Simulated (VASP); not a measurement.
Here is the system:

```yaml
crystal:
  lattice:
    - [2.83895, 1.63907, 4.34034]
    - [-2.83895, 1.63907, 4.34034]
    - [0.00000, -3.27814, 4.34034]
  atoms:
    - { symbol: Ni, position: [0.00000, 0.00000, 0.50000] }
    - { symbol: Ni, position: [0.50000, 0.00000, 0.00000] }
    - { symbol: Ni, position: [0.00000, 0.50000, 0.00000] }
    - { symbol: Bi, position: [0.50000, 0.50000, 0.50000] }
    - { symbol: Bi, position: [0.00000, 0.00000, 0.00000] }
    - { symbol: S, position: [0.72530, 0.72530, 0.72530] }
    - { symbol: S, position: [0.27470, 0.27470, 0.27470] }
```

Computed with PBEsol GGA, VASP's PBE PAW potentials (set 64) (plane waves; VASP). Numerical set-up: 400 eV cut-off, Gaussian smearing of 0.050 eV, potentials Ni Bi_d S.

**Question.** Give the energies of bands 28 to 41 at the high-symmetry points, in eV from the Fermi level.

**Answer.** 
| band | Γ | T | H2 | L | S0 | F |
|---|---|---|---|---|---|---|
| 28 | -2.31 | -2.10 | -2.08 | -1.90 | -2.08 | -1.92 |
| 29 | -2.15 | -1.78 | -1.99 | -1.76 | -1.94 | -1.82 |
| 30 | -2.15 | -1.72 | -1.81 | -1.75 | -1.76 | -1.79 |
| 31 | -1.75 | -1.72 | -1.71 | -1.74 | -1.65 | -1.64 |
| 32 | -1.68 | -1.30 | -1.62 | -1.54 | -1.60 | -1.63 |
| 33 | -1.68 | -1.30 | -1.57 | -1.49 | -1.43 | -1.55 |
| 34 | -1.52 | -1.10 | -1.01 | -1.26 | -1.18 | -1.14 |
| 35 | -1.10 | -1.01 | -0.83 | -1.09 | -1.08 | -1.05 |
| 36 | -0.66 | -0.68 | 0.37 | -0.82 | 0.10 | -0.31 |
| 37 | -0.60 | -0.68 | 0.90 | 0.33 | 0.62 | 0.87 |
| 38 | -0.60 | 1.12 | 1.24 | 0.38 | 1.14 | 1.13 |
| 39 | 1.33 | 2.13 | 1.54 | 1.13 | 1.88 | 1.83 |
| 40 | 1.33 | 2.13 | 1.77 | 1.72 | 2.01 | 2.31 |
| 41 | 2.49 | 2.70 | 2.42 | 2.53 | 2.72 | 3.04 |

It has no gap at this level: it comes out as a metal or semimetal.

The structure comes from a computed database's Bi2Ni3S2 entry (R-3m); how it stands against other phases isn't given here. It was relaxed first, which changed the volume by -6 %. The run is not spin-polarised, so no magnetic state was tried.
